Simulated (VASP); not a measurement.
# A single sheet of CrBr2 in VASP, part 2 of 2

Aim: model a single sheet of CrBr2 by a slab and find how far its highest filled level lies below the vacuum.

VASP 6.6.1; PBEsol, spin-polarised from a ferromagnetic start (one magnetic atom a cell); plane waves and PAW (Br, Cr).

Still holding for the runs below: The cell holds one magnetic atom, so no antiferromagnetic order fits into it.

So far. Step 2 (Relaxing the slab): The run ended after 9 ionic steps, 0.025 eV below its first step, once the forces on the free atoms met EDIFFG = -0.03. Step 3 (Potential and states of the slab): The vacuum level lies 4.97 eV above the highest filled level at the upper face; both faces agree, as the slab has next to no dipole.

### 4. Tunnelling image, filled states within 1 eV

A partial density over this window, at constant height above the top atom, is the Tersoff-Hamann picture of a tunnelling image.

File INCAR:

```
SYSTEM = CrBr2
PREC = Normal
ENCUT = 300
EDIFF = 1E-05
NELM = 120
ISMEAR = 0
SIGMA = 0.05
LREAL = .FALSE.
ALGO = Fast
GGA = PS
NBANDS = 24
ISPIN = 2
MAGMOM = 0 0 3
LMAXMIX = 4
LWAVE = .FALSE.
LCHARG = .FALSE.
ISTART = 1
LPARD = .TRUE.
NBMOD = -2
EINT = -3.578 -2.558
LSEPB = .FALSE.
LSEPK = .FALSE.
```

File POSCAR:

```
CrBr2
1.0
    4.1683699850      0.0000000000      0.0000000000
    2.5597016450      3.2898686630      0.0000000000
    0.0000000000      0.0000000000     18.0160793074
Br Cr
2 1
Direct
    0.5274906002      0.5274906002      0.5799915138
    0.2784075988      0.2784075988      0.4200084862
    0.9029490990      0.9029490990      0.5000000000
```

File KPOINTS:

```
Automatic mesh
0
Gamma
7 7 1
0 0 0
```

Potentials, in the order of the species: Br and Cr (PBE family, release 64).

The WAVECAR or CHGCAR of an earlier step is read.

Started as:

```console
$ mpirun -np 2 vasp_std
```

The job ended after 4.4 s (2 MPI ranks of AMD EPYC 7R43, shared host; 7.2 s of CPU time).

Local density of states in the window along a and b. Constant height, 2.5 Å above the top atom.

Ten even steps from '_' (0.22 × 1e-4 e/Å³) to '@' (1.96 × 1e-4 e/Å³), each cell a mean:
```
............________________________________________....................
......................____________________________________________......
..........::::::............________________________________________....
....::::::::::::::::::::::......____________________________________....
....::::::----------------::::::......________________________________..
....::::----================----::::......____________________________..
....::::--====++++++++++++++++====--::::......________________________..
....::::--====++++****####******++====--::::....________________________
....::::----==++****####%%%%%%####**++++==--::::....____________________
__....::::--==++++**##%%%%%%@@%%%%%%##**++==----::....__________________
__......::----==++**####%%@@@@@@@@@@%%####**++==--::....________________
____......::----==++**##%%%%@@@@@@@@@@@@%%##**++==--::::....____________
______......::----==++**##%%%%@@@@@@@@@@%%%%##**++==--::::....__________
__________....::::--==++****##%%%%@@@@@@@@%%####**++==--::::....________
____________....::::--====++****##%%%%%%%%%%####**++====--::::....______
______________......::::--====++****##########****++++==--::::....______
__________________....::::----====++++**********++++++==----::::....____
______________________....::::::----====++++++++++======----::::......__
________________________......::::::------==========------::::::......__
______________________________......::::::::------------::::::::......__
__________________________________..........::::::::::::::::............
..______________________________________................................
```
Columns: along a (fractional) from 0 to 0.972; rows upwards: along b (fractional) from 0 to 0.972.

Partial charge density in the ca plane at fractional y = 0.278, with atoms of Br within 0.2 Å of it. It is the smooth field of the valence electrons, not physical close to the nuclei.

Values in units of 1e-2 Å⁻³, 6 rows by 16 columns, each cell a mean:
```
0.0 0.0 0.0 0.0 0.0 0.0 0.3 1.1 0.8 0.3 0.1 0.0 0.0 0.0 0.0 0.0
0.0 0.0 0.0 0.0 0.0 0.1 0.3 1.9 1.1 0.8 0.4 0.0 0.0 0.0 0.0 0.0
0.0 0.0 0.0 0.0 0.0 0.3 1.5 0.7 0.4 1.8 0.6 0.0 0.0 0.0 0.0 0.0
0.0 0.0 0.0 0.0 0.0 0.7 3.2 0.5 0.3 0.7 0.3 0.0 0.0 0.0 0.0 0.0
0.0 0.0 0.0 0.0 0.0 0.4 0.9 2.4 0.1 0.1 0.1 0.0 0.0 0.0 0.0 0.0
0.0 0.0 0.0 0.0 0.0 0.1 1.8 1.8 0.2 0.1 0.0 0.0 0.0 0.0 0.0 0.0
```
Columns run along c (18.0 Å), rows up along a (4.2 Å). Atoms in or near the plane, at fractional coordinates: Br at (0.42, 0.28).

Shared out to the nearest atoms, the partial charge density (by size) has 84 % on Cr; its largest share on one atom is 84 % (Cr3), so it takes 1 of the 3 atoms to pass 80 %.

Between its 5th and 95th percentile the partial density varies by a factor of 6.7, which sets the contrast of the image.

### 5. Tunnelling image, empty states within 1 eV

Edit INCAR of step 4 so:

```diff
@@ -19,3 +19,3 @@
 NBMOD = -2
-EINT = -3.578 -2.558
+EINT = -2.097 -1.077
 LSEPB = .FALSE.
```

POSCAR is that of step 4.

KPOINTS is that of step 4.

The run starts from files that an earlier step left in the folder.

Started as:

```console
$ mpirun -np 2 vasp_std
```

It took 4.6 s on 2 MPI ranks.

Local density of states in the window along a and b. Constant height, 2.5 Å above the top atom.

Ten even steps from '_' (0.34 × 1e-4 e/Å³) to '@' (2.53 × 1e-4 e/Å³), each cell a mean:
```
::--------==================------::::::........____________........::::
::::------======++++++++++++++======----::::........____________........
..::::------====++++**********++++++====----::::........__________......
....::::----====++++******######******++++====--::::........__________..
......::::----====++****################**++++==----::::......__________
____......::::--==++++**####%%%%%%%%%%%%####**++++==----::::......______
______......::::--====++**##%%%%@@@@@@@@@@%%%%##**++++==--::::......____
__________....::::--====++**##%%%%@@@@@@@@@@@@%%##****++==----::......__
______________....::::--==++**##%%%%@@@@@@@@@@@@%%%%##**++====--::::....
..______________......::--====++**##%%@@@@@@@@@@@@%%%%##**++++==--::::..
....________________....::::--==++**##%%%%@@@@@@@@@@%%%%##**++++==--::::
::....__________________....::----==++**##%%%%@@@@@@%%%%####**++====--::
::::....____________________..::::--==++****##%%%%%%%%%%%%##****++====--
--::::....____________________....::::--==++****##############**++++==--
----::::....______________________....::----==++++****######******++====
==--::::......______________________....::::--====++++**********++++++==
==----::::::......______________________....::::----====++++++++++++====
==------::::::........____________________......::::----================
==--------::::::::........____________________......::::------==========
--------------::::::::........__________________........::::::----------
----------------------::::::........________________........::::::::----
----------==========--------::::::........______________........::::::::
```
Columns: along a (fractional) from 0 to 0.972; rows upwards: along b (fractional) from 0 to 0.972.

Partial charge density in the ca plane at fractional y = 0.278, with atoms of Br within 0.2 Å of it. It is the smooth field of the valence electrons, not physical close to the nuclei.

Values in units of 1e-2 Å⁻³, 6 rows by 16 columns, each cell a mean:
```
0.0 0.0 0.0 0.0 0.0 0.1 0.2 0.1 0.2 1.2 0.4 0.0 0.0 0.0 0.0 0.0
0.0 0.0 0.0 0.0 0.0 0.0 0.1 0.1 0.4 2.1 0.5 0.0 0.0 0.0 0.0 0.0
0.0 0.0 0.0 0.0 0.0 0.0 0.5 0.4 0.4 1.0 0.1 0.0 0.0 0.0 0.0 0.0
0.0 0.0 0.0 0.0 0.0 0.2 1.2 2.5 0.2 0.2 0.0 0.0 0.0 0.0 0.0 0.0
0.0 0.0 0.0 0.0 0.0 0.6 0.8 2.0 0.1 0.1 0.0 0.0 0.0 0.0 0.0 0.0
0.0 0.0 0.0 0.0 0.0 0.4 1.4 0.4 0.1 0.3 0.1 0.0 0.0 0.0 0.0 0.0
```
Columns run along c (18.0 Å), rows up along a (4.2 Å). Atoms in or near the plane, at fractional coordinates: Br at (0.42, 0.28).

Shared out to the nearest atoms, the partial charge density (by size) has 67 % on Cr; its largest share on one atom is 67 % (Cr3), and it takes 2 of the 3 atoms to pass 80 %.

Between its 5th and 95th percentile the partial density varies by a factor of 5.4, which sets the contrast of the image.

### 6. Derived quantities

This step: slab, PBEsol; plane waves and PAW (VASP 6.6.1).

No new run; the numbers come from the runs before.

This step gave:

```
ionisation potential at the upper face : 4.966 eV
```

### 7. Slab, other settings

This step: PBEsol, spin-polarised from a ferromagnetic start (one magnetic atom a cell); plane waves and PAW (Br, Cr) (VASP 6.6.1).

The run is repeated with some settings moved, to see what they change.

File INCAR:

```
SYSTEM = CrBr2
PREC = Normal
ENCUT = 300
EDIFF = 1E-06
NELM = 120
ISMEAR = 0
SIGMA = 0.05
LREAL = .FALSE.
ALGO = Fast
GGA = PS
NBANDS = 17
ISPIN = 2
MAGMOM = 0 0 3
LMAXMIX = 4
LORBIT = 11
LWAVE = .FALSE.
LCHARG = .FALSE.
KPAR = 2
IDIPOL = 3
LDIPOL = .TRUE.
DIPOL = 0.5 0.5 0.5
LVHAR = .TRUE.
LVACPOTAV = .TRUE.
```

POSCAR is that of step 5.

File KPOINTS:

```
Automatic mesh
0
Gamma
2 2 1
0 0 0
```

Started as:

```console
$ mpirun -np 2 vasp_std
```

Elapsed: 24 s, on 2 MPI ranks; peak memory 0.29 GiB; 45 s of CPU time.

Settings moved on purpose: a k-mesh of 2×2×1 in place of 7×7×1. The run ended without an error; the comparison shows what it cost.

Against the run that it repeats, NBANDS also differs.

The two runs compared:

```
                    quantity  this run  the run it repeats  difference
energy at zero smearing (eV)   -15.211             -15.489       0.278
    free energy (TOTEN) (eV)   -15.211             -15.489       0.278
           Fermi energy (eV)   -2.2441             -2.3788       0.135
           electronic cycles        28                  27           1
```

The two runs differ clearly in the free energy (TOTEN): -15.2 eV against -15.5 eV.

The total energy moves by 92.7 meV an atom.

### 8. Outcome

```yaml
ionisation_potential_of_the_slab: 4.97 eV
```

The ionisation potential is 4.97 eV at both faces. The atom that ends on top (Br) moved inwards by 0.07 Å, counted from the mean of all atoms. The largest moment is 3.74 μB. Semilocal band edges put the ionisation potential too low and the gap too small. The cell in the plane was kept as given and was not relaxed here. The slab has a gap, so the level below the vacuum is counted from the highest filled level.

[Lines on the potential files, build, host, timing and source positions are cut from VASP's logs without a mark.]

[Logs are printed without paths, hosts, clocks, repeated set-up lines and the standing remarks that a program may print on its own settings, such as how far it seeks lower states.]

[Hosts, paths, dates, database ids (printed as entryN), source tags and the programs' standing remarks are cut or masked in the printed files.]

[In band tables of VASP the shares of atoms and orbitals are scaled to a sum of 1 inside the atoms' spheres.]

[Runs that stopped without an error message from VASP are left out.]
